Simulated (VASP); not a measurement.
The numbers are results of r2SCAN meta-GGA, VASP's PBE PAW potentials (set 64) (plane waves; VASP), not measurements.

VASP input:

### POSCAR
```
Be
1
    2.2659438307     0.0000000000     0.0000000000
   -1.1329719154     1.9623647518     0.0000000000
    0.0000000000     0.0000000000     3.5614860735
Be
2
Direct
  0.6666670000   0.3333330000   0.7500000000
  0.3333330000   0.6666670000   0.2500000000
```

### KPOINTS
```
K-points
0
gamma
 21 21 12
```

**INCAR**
```
NELM  =  100   ! most electronic steps
ALGO  =  Normal   ! blocked Davidson
EDIFF  =  1E-5   ! SCF stop (eV)
LCHARG  =  .FALSE.
ISMEAR  =  1
PREC  =  Normal
IBRION  =  2
NSW  =  20   ! most ionic steps
ISIF  =  2   ! forces and stress, cell fixed
SYSTEM  =  Be
LWAVE  =  .FALSE.
ENCUT  =  400
LASPH  =  .TRUE.   ! aspherical one-centre terms
EDIFFG  =  -0.03
NELMIN  =  4
SIGMA  =  0.1
METAGGA  =  R2SCAN
LREAL  =  .FALSE.   ! projection in real space or not
LMIXTAU  =  .TRUE.
```

POTCAR, in this order: Be (PBE.64 set). Program: vasp_std.

Problem. What does the run give for the energy per atom (σ→0), band gap (on the k-mesh)?

Solution. 
```yaml
energy per atom (σ→0): -4.337 eV/atom
band gap (on the k-mesh): none (metal, semimetal or under 0.01 eV)
```

### OSZICAR
```
...
DAV:   6    -0.867601377639E+01    0.28105E+00   -0.94685E-02  4362   0.286E+00    0.759E-01
DAV:   7    -0.865555585524E+01    0.20458E-01   -0.14601E-02  4368   0.117E+00    0.132E-01
DAV:   8    -0.867664857516E+01   -0.21093E-01   -0.82380E-03  4692   0.843E-01    0.116E-02
DAV:   9    -0.867530955941E+01    0.13390E-02   -0.20430E-04  5154   0.149E-01    0.112E-02
DAV:  10    -0.867507087058E+01    0.23869E-03   -0.18716E-05  4872   0.425E-02    0.667E-03
DAV:  11    -0.867504308210E+01    0.27788E-04   -0.91412E-06  3324   0.228E-02    0.183E-03
DAV:  12    -0.867504555400E+01   -0.24719E-05   -0.26719E-06  2364   0.180E-02
   1 F= -.86750456E+01 E0= -.86749161E+01  d E =-.867505E+01
```

The compound is Be in the hcp structure. It was relaxed first.
